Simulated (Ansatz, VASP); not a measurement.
# Ge (Germanium): VASP beside Ansatz, part 3 of 3

Aim: how closely do two programs agree when they are given the same cell, functional and k mesh? The cell is taken from a series of runs on this material, whose earlier steps may have relaxed, scaled, displaced or heated it; both programs get it as it stands.

VASP 6.6.1 and Ansatz 0.2.0.

So far: The starting structure; Ansatz: zone-centre phonons, PBEsol; VASP: zone-centre phonons, PBEsol.

### 3. VASP: zone-centre phonons, PBEsol (continued)

Level of this step: PBEsol; plane waves and PAW (Ge_d) (VASP).

Numbers of over 12 decimals in the logs are rounded to 6 here.

OUTCAR, selected parts (step 3):

```text
ion  position               nearest neighbor table
   1  0.501  0.501  0.499-   2 2.46   2 2.46   2 2.47   2 2.47
   2  0.749  0.749  0.751-   1 2.46   1 2.46   1 2.47   1 2.47

  LATTYP: Found a body centered orthorhombic cell.
 ALAT       =     4.0130798012
 B/A-ratio  =     1.0100342604
 C/A-ratio  =     1.4087866805

 Subroutine GETGRP returns: Found  4 space group operations
 (whereof  2 operations were pure point group operations)

The static configuration has the point symmetry C_1h.
 The point group associated with its full space group is C_2h.

   k-points           NKPTS =   1728   k-points in BZ     NKDIM =   1728   number of bands    NBANDS=     20

   dimension x,y,z NGX =    30 NGY =   30 NGZ =   30
   dimension x,y,z NGXF=    60 NGYF=   60 NGZF=   60

   ENCUT  =  500.0 eV  36.75 Ry    6.06 a.u.   7.32  7.32  7.39*2*pi/ulx,y,z

   NELECT =      28.0000    total number of electrons

 k-points in reciprocal lattice and weights: Points of the shifted mesh
   0.04166667  0.04166667  0.04166667       0.001
   0.04166667  0.04166667  0.12500000       0.001
   0.04166667  0.04166667  0.20833333       0.001
   0.04166667  0.04166667  0.29166667       0.001
   0.04166667  0.04166667  0.37500000       0.001
   0.04166667  0.04166667  0.45833333       0.001
   0.04166667  0.04166667  0.54166667       0.001
   0.04166667  0.04166667  0.62500000       0.001
   0.04166667  0.04166667  0.70833333       0.001
[...]
0.95833333  0.95833333  0.87500000       0.001
   0.95833333  0.95833333  0.95833333       0.001

 average (electrostatic) potential at core
       1 -74.2996       2 -74.2996

  Total       -0.2138202     -0.2138202     -0.0376295     -0.1732312     -0.0025731     -0.0025730
  in kB       -7.4503152     -7.4503152     -1.3111557     -6.0360372     -0.0896551     -0.0896541
  external PRESSURE =      -5.4039287 kB  Pullay stress =       0.0000000 kB

  energy-cutoff  :      500.00
  volume of cell :       45.98
      direct lattice vectors                 reciprocal lattice vectors
     0.014236990  2.851912931  2.826786686    -0.176200528  0.176200528  0.176879282
     2.851912931  0.014236990  2.826786686     0.176200528 -0.176200528  0.176879282
     2.866149920  2.866149920  0.000000000     0.174450051  0.174450051 -0.176879282

 POSITION                                       TOTAL-FORCE (eV/Angst)
 -----------------------------------------------------------------------------------
      2.86597      2.86597      2.83027         0.000014      0.000014      0.000401
      4.29940      4.29940      4.23670        -0.000014     -0.000014     -0.000401
 -----------------------------------------------------------------------------------
    total drift:                                0.000000      0.000000      0.000000

 Eigenvectors and eigenvalues of the dynamical matrix
 ----------------------------------------------------

   1 f  =    8.630517 THz    54.227140 2PiTHz  287.883073 cm-1    35.692936 meV
             X         Y         Z           dx          dy          dz
      2.865970  2.865970  2.830268     0.500000   -0.500000    0.000000
      4.299404  4.299404  4.236699    -0.500000    0.500000   -0.000000

   2 f  =    8.579057 THz    53.903803 2PiTHz  286.166527 cm-1    35.480111 meV
             X         Y         Z           dx          dy          dz
      2.865970  2.865970  2.830268     0.009832    0.009832    0.706970
      4.299404  4.299404  4.236699    -0.009832   -0.009832   -0.706970

   3 f  =    8.543548 THz    53.680697 2PiTHz  284.982095 cm-1    35.333261 meV
             X         Y         Z           dx          dy          dz
      2.865970  2.865970  2.830268     0.499903    0.499903   -0.013904
      4.299404  4.299404  4.236699    -0.499903   -0.499903    0.013904

   4 f  =    0.000000 THz     0.000001 2PiTHz    0.000004 cm-1     0.000001 meV
             X         Y         Z           dx          dy          dz
      2.865970  2.865970  2.830268     0.093995   -0.639357   -0.287033
      4.299404  4.299404  4.236699     0.093995   -0.639357   -0.287033

   5 f  =    0.000000 THz     0.000000 2PiTHz    0.000001 cm-1     0.000000 meV
             X         Y         Z           dx          dy          dz
      2.865970  2.865970  2.830268     0.673757    0.002720    0.214577
      4.299404  4.299404  4.236699     0.673757    0.002720    0.214577

   6 f/i=    0.000000 THz     0.000000 2PiTHz    0.000001 cm-1     0.000000 meV
             X         Y         Z           dx          dy          dz
      2.865970  2.865970  2.830268     0.192914    0.302019   -0.609564
      4.299404  4.299404  4.236699     0.192914    0.302019   -0.609564

 ELASTIC MODULI CONTR FROM IONIC RELAXATION (kBar)
 Direction    XX          YY          ZZ          XY          YZ          ZX
 --------------------------------------------------------------------------------
 XX          -0.0836     -0.0714     -0.1810      3.8787      1.7415      0.5078
 YY          -0.0714     -0.0836     -0.1810      3.5966      0.2131      2.3178
 ZZ          -0.1810     -0.1810     -0.4854     10.3122     -0.3378      1.3588
 XY           3.8787      3.5966     10.3122   -223.5403      1.6381      1.8659
 YZ           1.7415      0.2131     -0.3378      1.6381   -217.6287     13.6026
 ZX           0.5078      2.3178      1.3588      1.8659     13.6026   -219.8031
 --------------------------------------------------------------------------------
```

### 4. Side by side

Known differences besides the potentials themselves: the cutoff is 420 eV in Ansatz and 500 eV in VASP; Ansatz makes its cores anew for this functional, VASP keeps those of its PBE data sets. Total energies have different zeros and are not compared.

Compared:

| quantity | Ansatz | VASP | difference |
| --- | --- | --- | --- |
| optical mode 1 (cm⁻¹) | 285.3 | 285.0 | +0.13 % |
| optical mode 2 (cm⁻¹) | 286.4 | 286.2 | +0.08 % |
| optical mode 3 (cm⁻¹) | 288.2 | 287.9 | +0.12 % |

Modes are paired by rising frequency, not by their patterns, so a pair may set unlike modes beside each other; they are those without the splitting of longitudinal modes.

### 5. Results

| Item | Value |
| --- | --- |
| r.m.s. difference of the optical zone-centre modes, each program's sorted by frequency (zone-centre phonons, PBEsol) | 0.31 cm⁻¹ |

What this shows: The r.m.s. difference of the optical zone-centre modes, each program's sorted by frequency is 0.31 cm⁻¹ (zone-centre phonons, PBEsol). Such differences can come from data sets, numerical settings and the points named under the comparisons, not from the functional's error against experiment.

[Lines on the potential files, build, host, timing and source positions are cut from VASP's logs without a mark.]

[Logs are printed without paths, hosts, clocks, repeated set-up lines and the standing remarks that a program may print on its own settings, such as how far it seeks lower states.]

[Hosts, paths, dates, database ids (printed as entryN), source tags and the programs' standing remarks are cut or masked in the printed files.]
